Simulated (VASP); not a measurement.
These are optB88-vdW, VASP's PBE PAW potentials (set 64) (plane waves; VASP 6.6.1) values and carry that method's errors.

A VASP calculation is set up with these files.

### KPOINTS
```
Automatic mesh
0
Gamma
9 9 6
0 0 0
```

**INCAR**
```
AGGAC = 0.0
ALGO = Normal
EDIFF = 1E-6
EDIFFG = -0.02
ENCUT = 480
GGA = BO
IBRION = 2
ISIF = 3
ISMEAR = 1
LASPH = .TRUE.
LCHARG = .FALSE.
LMAXMIX = 6
LREAL = .FALSE.
LUSE_VDW = .TRUE.
LWAVE = .FALSE.
NELM = 100
NSW = 60
PARAM1 = 0.1833333333
PARAM2 = 0.22
PREC = Accurate
SIGMA = 0.1
SYSTEM = PtSe2
```

**POSCAR**
```
PtSe2
1.0
  3.7681246310   0.0000000000   0.0000000000
 -1.8840623155   3.2632919064   0.0000000000
  0.0000000000   0.0000000000   4.8795128888
Pt Se
1 2
direct
  0.0000000000   0.0000000000   1.0000000000
  0.3333330000   0.6666670000   0.2570281518
  0.6666670000   0.3333330000   0.7429718482
```

POTCAR, in this order: Pt Se (PBE.64 set). Program: vasp_std.

The run wrote:

**OSZICAR**
```
...
DAV:   1    -0.104792166321E+02   -0.21824E+01   -0.42433E+01  1909   0.579E+01    0.115E+01
DAV:   2    -0.881966824456E+01    0.16595E+01   -0.96784E+00  1881   0.343E+01    0.774E+00
DAV:   3    -0.830601796281E+01    0.51365E+00   -0.12415E+00  1951   0.121E+01    0.383E+00
DAV:   4    -0.823435553774E+01    0.71662E-01   -0.27091E-01  1923   0.384E+00    0.244E+00
DAV:   5    -0.822401732533E+01    0.10338E-01   -0.27381E-02  2224   0.907E-01    0.891E-01
DAV:   6    -0.822375935564E+01    0.25797E-03   -0.35309E-03  1965   0.403E-01    0.112E-01
DAV:   7    -0.822381952888E+01   -0.60173E-04   -0.13964E-04  2350   0.112E-01    0.310E-02
DAV:   8    -0.822382091947E+01   -0.13906E-05   -0.12830E-05  2105   0.352E-02    0.798E-03
DAV:   9    -0.822382097994E+01   -0.60472E-07   -0.10873E-06  1210   0.861E-03
   2 F= -.82238210E+01 E0= -.82239229E+01  d E =0.729763E-01
       N       E                     dE             d eps       ncg     rms          rms(c)
DAV:   1    -0.918765206112E+01   -0.96383E+00   -0.15732E+01  1902   0.362E+01    0.601E+00
DAV:   2    -0.857509252441E+01    0.61256E+00   -0.40309E+00  1902   0.199E+01    0.320E+00
DAV:   3    -0.838863596500E+01    0.18646E+00   -0.46469E-01  1958   0.757E+00    0.941E-01
DAV:   4    -0.836240342022E+01    0.26233E-01   -0.17051E-01  1937   0.242E+00    0.459E-01
DAV:   5    -0.836154954171E+01    0.85388E-03   -0.55831E-03  2077   0.770E-01    0.349E-01
DAV:   6    -0.836197560674E+01   -0.42607E-03   -0.11404E-03  2168   0.253E-01    0.351E-02
DAV:   7    -0.836196793101E+01    0.76757E-05   -0.60616E-05  2112   0.746E-02    0.173E-02
DAV:   8    -0.836196679164E+01    0.11394E-05   -0.84385E-06  2252   0.314E-02    0.218E-03
DAV:   9    -0.836196685029E+01   -0.58647E-07   -0.66097E-07  1056   0.650E-03
   3 F= -.83619669E+01 E0= -.83620009E+01  d E =-.651695E-01
       N       E                     dE             d eps       ncg     rms          rms(c)
DAV:   1    -0.836213479063E+01   -0.16800E-03   -0.26425E-03  1937   0.468E-01    0.761E-02
DAV:   2    -0.836203339466E+01    0.10140E-03   -0.67941E-04  1916   0.277E-01    0.491E-02
DAV:   3    -0.836200165620E+01    0.31738E-04   -0.79257E-05  1972   0.986E-02    0.177E-02
DAV:   4    -0.836199769096E+01    0.39652E-05   -0.30890E-05  1951   0.317E-02    0.666E-03
DAV:   5    -0.836199760979E+01    0.81166E-07   -0.12915E-06  1140   0.114E-02
   4 F= -.83619976E+01 E0= -.83620308E+01  d E =-.652003E-01
       N       E                     dE             d eps       ncg     rms          rms(c)
DAV:   1    -0.836973648589E+01   -0.77388E-02   -0.27155E-01  1874   0.376E+00    0.366E-01
DAV:   2    -0.836611742222E+01    0.36191E-02   -0.14384E-02  1979   0.111E+00    0.212E-01
DAV:   3    -0.836533490777E+01    0.78251E-03   -0.21610E-03  2098   0.472E-01    0.956E-02
DAV:   4    -0.836510422039E+01    0.23069E-03   -0.98747E-04  2014   0.220E-01    0.395E-02
DAV:   5    -0.836510473318E+01   -0.51279E-06   -0.80048E-05  2042   0.677E-02    0.158E-02
DAV:   6    -0.836510429923E+01    0.43395E-06   -0.89722E-06  2266   0.298E-02
   5 F= -.83651043E+01 E0= -.83651814E+01  d E =-.310669E-02
       N       E                     dE             d eps       ncg     rms          rms(c)
DAV:   1    -0.839277462162E+01   -0.27670E-01   -0.14800E+00  1888   0.877E+00    0.854E-01
DAV:   2    -0.837283912575E+01    0.19935E-01   -0.77951E-02  1979   0.259E+00    0.484E-01
DAV:   3    -0.836866296900E+01    0.41762E-02   -0.11258E-02  2112   0.107E+00    0.220E-01
DAV:   4    -0.836746430514E+01    0.11987E-02   -0.50746E-03  2007   0.498E-01    0.915E-02
DAV:   5    -0.836746670539E+01   -0.24002E-05   -0.42624E-04  2098   0.159E-01    0.368E-02
DAV:   6    -0.836746362923E+01    0.30762E-05   -0.48945E-05  2246   0.711E-02    0.179E-02
DAV:   7    -0.836746597283E+01   -0.23436E-05   -0.45159E-06  2056   0.173E-02    0.442E-03
DAV:   8    -0.836746631589E+01   -0.34306E-06   -0.32597E-07  1007   0.510E-03
   6 F= -.83674663E+01 E0= -.83676348E+01  d E =-.546871E-02
       N       E                     dE             d eps       ncg     rms          rms(c)
DAV:   1    -0.836819276142E+01   -0.72679E-03   -0.38418E-02  1888   0.141E+00    0.134E-01
DAV:   2    -0.836769078563E+01    0.50198E-03   -0.18931E-03  1979   0.398E-01    0.746E-02
DAV:   3    -0.836758858968E+01    0.10220E-03   -0.27931E-04  2126   0.166E-01    0.351E-02
DAV:   4    -0.836755882335E+01    0.29766E-04   -0.12138E-04  1986   0.788E-02    0.143E-02
DAV:   5    -0.836755872663E+01    0.96716E-07   -0.10228E-05  2035   0.236E-02    0.537E-03
DAV:   6    -0.836755868827E+01    0.38367E-07   -0.88125E-07   979   0.934E-03
   7 F= -.83675587E+01 E0= -.83677146E+01  d E =-.556108E-02
       N       E                     dE             d eps       ncg     rms          rms(c)
DAV:   1    -0.836960580930E+01   -0.20471E-02   -0.10686E-01  1860   0.228E+00    0.246E-01
DAV:   2    -0.836879250191E+01    0.81331E-03   -0.83070E-03  2035   0.910E-01    0.121E-01
DAV:   3    -0.836854474046E+01    0.24776E-03   -0.58141E-04  2098   0.267E-01    0.467E-02
DAV:   4    -0.836849245363E+01    0.52287E-04   -0.39069E-04  1958   0.120E-01    0.196E-02
DAV:   5    -0.836849275186E+01   -0.29824E-06   -0.17399E-05  2042   0.315E-02    0.122E-02
DAV:   6    -0.836849349029E+01   -0.73842E-06   -0.21687E-06  1617   0.148E-02
   8 F= -.83684935E+01 E0= -.83686540E+01  d E =-.934802E-03
       N       E                     dE             d eps       ncg     rms          rms(c)
DAV:   1    -0.837968049882E+01   -0.11188E-01   -0.95836E-01  1860   0.682E+00    0.750E-01
DAV:   2    -0.837249295895E+01    0.71875E-02   -0.74683E-02  2042   0.274E+00    0.375E-01
DAV:   3    -0.837018897111E+01    0.23040E-02   -0.54124E-03  2084   0.819E-01    0.142E-01
DAV:   4    -0.836970133255E+01    0.48764E-03   -0.35709E-03  1951   0.362E-01    0.601E-02
DAV:   5    -0.836970539261E+01   -0.40601E-05   -0.15094E-04  2070   0.921E-02    0.374E-02
DAV:   6    -0.836971096561E+01   -0.55730E-05   -0.20954E-05  2245   0.449E-02    0.929E-03
DAV:   7    -0.836971214642E+01   -0.11808E-05   -0.19501E-06  1420   0.131E-02    0.252E-03
DAV:   8    -0.836971234716E+01   -0.20074E-06   -0.25296E-07   972   0.483E-03
   9 F= -.83697123E+01 E0= -.83698852E+01  d E =-.215366E-02
       N       E                     dE             d eps       ncg     rms          rms(c)
DAV:   1    -0.838083203319E+01   -0.11120E-01   -0.23266E-01  1860   0.425E+00    0.659E-01
DAV:   2    -0.837242199997E+01    0.84100E-02   -0.51408E-02  1902   0.250E+00    0.400E-01
DAV:   3    -0.837004953730E+01    0.23725E-02   -0.53387E-03  2028   0.832E-01    0.137E-01
DAV:   4    -0.836968058877E+01    0.36895E-03   -0.26154E-03  1888   0.289E-01    0.542E-02
DAV:   5    -0.836967437855E+01    0.62102E-05   -0.10563E-04  2021   0.952E-02    0.419E-02
DAV:   6    -0.836967683542E+01   -0.24569E-05   -0.22487E-05  2147   0.444E-02    0.434E-03
DAV:   7    -0.836967673419E+01    0.10124E-06   -0.15031E-06  1315   0.940E-03
  10 F= -.83696767E+01 E0= -.83698465E+01  d E =0.356130E-04
       N       E                     dE             d eps       ncg     rms          rms(c)
DAV:   1    -0.837294917957E+01   -0.32723E-02   -0.63376E-02  1860   0.222E+00    0.341E-01
DAV:   2    -0.837064400610E+01    0.23052E-02   -0.13917E-02  1902   0.129E+00    0.200E-01
DAV:   3    -0.837001858754E+01    0.62542E-03   -0.14180E-03  2028   0.428E-01    0.664E-02
DAV:   4    -0.836992413673E+01    0.94451E-04   -0.70392E-04  1888   0.150E-01    0.278E-02
DAV:   5    -0.836992166714E+01    0.24696E-05   -0.24043E-05  2042   0.465E-02    0.214E-02
DAV:   6    -0.836992305911E+01   -0.13920E-05   -0.51827E-06  2133   0.194E-02    0.233E-03
DAV:   7    -0.836992300829E+01    0.50823E-07   -0.30783E-07   930   0.412E-03
  11 F= -.83699230E+01 E0= -.83700949E+01  d E =-.210661E-03
```

File OUTCAR:
```
------------------------ aborting loop because EDIFF is reached ----------------------------------------
  FORCE on cell =-STRESS in cart. coord.  units (eV):
  Direction    XX          YY          ZZ          XY          YZ          ZX
  --------------------------------------------------------------------------------------
  Total       -0.0131506     -0.0131506      0.0171714      0.0000000      0.0000000      0.0000000
  in kB       -0.3298305     -0.3298305      0.4306790      0.0000000      0.0000000      0.0000000
  external PRESSURE =      -0.0763274 kB  Pullay stress =       0.0000000 kB
  volume of cell :       63.88
      direct lattice vectors                 reciprocal lattice vectors
     3.798552221  0.000000000  0.000000000     0.263258195  0.151992178 -0.000000000
    -1.899276110  3.289642978  0.000000000    -0.000000000  0.303984355 -0.000000000
     0.000000000  0.000000000  5.112072311     0.000000000 -0.000000000  0.195615386
 POSITION                                       TOTAL-FORCE (eV/Angst)
 -----------------------------------------------------------------------------------
      0.00000      0.00000      0.00000         0.000000     -0.000000     -0.000000
     -0.00000      2.19310      1.30848         0.000000      0.000000      0.001063
      1.89928      1.09655      3.80359        -0.000000     -0.000000     -0.001063
 -----------------------------------------------------------------------------------
    total drift:                                0.000000     -0.000000      0.000000
  FREE ENERGIE OF THE ION-ELECTRON SYSTEM (eV)
  ---------------------------------------------------
  free  energy   TOTEN  =        -8.3699230083 eV

  energy  without entropy=       -8.3704385599  energy(sigma->0) =       -8.37009486

 reached required accuracy - stopping structural energy minimisation
```
(Selected blocks of OUTCAR.)

**CONTCAR**
```
PtSe2
   1.00000000000000
     3.7985522209296341    0.0000000000000000    0.0000000000000000
    -1.8992761104648170    3.2896429781062593    0.0000000000000000
     0.0000000000000000    0.0000000000000000    5.1120723113047024
  Pt              Se
     1     2
Direct
     0.0000000000000000    0.0000000000000000    0.0000000000000000
     0.3333330000000032    0.6666669999999968    0.2559590457725158
     0.6666669999999968    0.3333330000000032    0.7440409542274845
```

### OUTCAR
```
 val. band max:        5.7023446197   @ k =   0.0000   0.3333   0.3333

 cond. band min:       5.7844273354   @ k =  -0.1111   0.4444   0.1667


 Fermi energy:         5.7169102202

 k-point     1 :       0.0000    0.0000    0.0000
  band No.  band energies     occupation
      1      -9.4797      2.00000
      2      -7.0010      2.00000
      3      -0.9673      2.00000
      4      -0.1715      2.00000
      5      -0.1715      2.00000
      6       2.0775      2.00000
      7       2.0775      2.00000
      8       3.2761      2.00000
      9       4.7480      2.00000
     10       4.7480      2.00000
     11       6.1685     -0.00000
     12       6.9380     -0.00000
     13       6.9381     -0.00000
     14       9.4512      0.00000
     15       9.4995      0.00000

 k-point     2 :       0.1111   -0.0000    0.0000
  band No.  band energies     occupation
      1      -9.3573      2.00000
      2      -7.0493      2.00000
      3      -0.8108      2.00000
      4      -0.0930      2.00000
      5      -0.0805      2.00000
      6       1.8965      2.00000
      7       1.9914      2.00000
      8       3.0211      2.00000
      9       4.2981      2.00000
     10       4.6086      2.00000
     11       5.6433      1.94361
     12       7.0056     -0.00000
     13       7.0063     -0.00000
     14      10.1609      0.00000
     15      10.2879      0.00000

 k-point     3 :       0.2222    0.0000    0.0000
  band No.  band energies     occupation
      1      -9.0142      2.00000
      2      -7.1801      2.00000
      3      -0.3951      2.00000
      4       0.1072      2.00000
      5       0.1968      2.00000
      6       1.1341      2.00000
      7       1.8433      2.00000
      8       2.5606      2.00000
      9       3.8228      2.00000
     10       4.1628      2.00000
     11       4.6678      2.00000
     12       7.0422     -0.00000
     13       7.2579     -0.00000
     14      10.6821      0.00000
     15      11.4748      0.00000
...
```

Energy and stress use the plane-wave basis of the starting cell. Unless said otherwise, spin-orbit coupling is left out, though it shifts the bands of the heavy elements here.

The compound is PtSe2 in the 1T layered structure. This run relaxes it. Symmetry was kept, so distortions that lower it aren't found. The start is the result of an earlier pass.
